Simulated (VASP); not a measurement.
Here is the system:

```yaml
crystal:
  lattice:
    - [1.26797, -2.17928, 0.00000]
    - [1.26797, 2.17928, 0.00000]
    - [0.00000, 0.00000, 3.99937]
  atoms:
    - { symbol: Co, position: [0.33333, 0.66667, 0.25000], spin: 1.8 }
    - { symbol: Co, position: [0.69407, 0.36073, 0.75000], spin: 1.8 }
```

Calculation: PBE GGA, VASP's PBE PAW potentials (set 64) (plane waves; VASP). Numerical set-up: 400 eV cut-off, 15×15×8 Γ-centred mesh, second-order Methfessel-Paxton smearing of 0.050 eV, potentials Co.

### Question
Which forces act on the atoms, in eV/Å?

### Answer

```csv
atom,Fx,Fy,Fz
Co1,0.179,0.015,0.000
Co2,-0.179,-0.015,0.000
```

### Question
Give the stress tensor in GPa (positive for a compressed cell).

### Answer

```
-7.08  -1.09   0.00
-1.09  -5.35   0.00
 0.00   0.00  -0.51
```
The pressure is its mean diagonal, -4.31 GPa.

The compound is Co in the hcp structure. The cell was not relaxed at this level, atoms are displaced from their ideal sites. The run is one of a series of settings (ISMEAR = 2, SIGMA = 0.05 against the base run), some of them coarse on purpose.
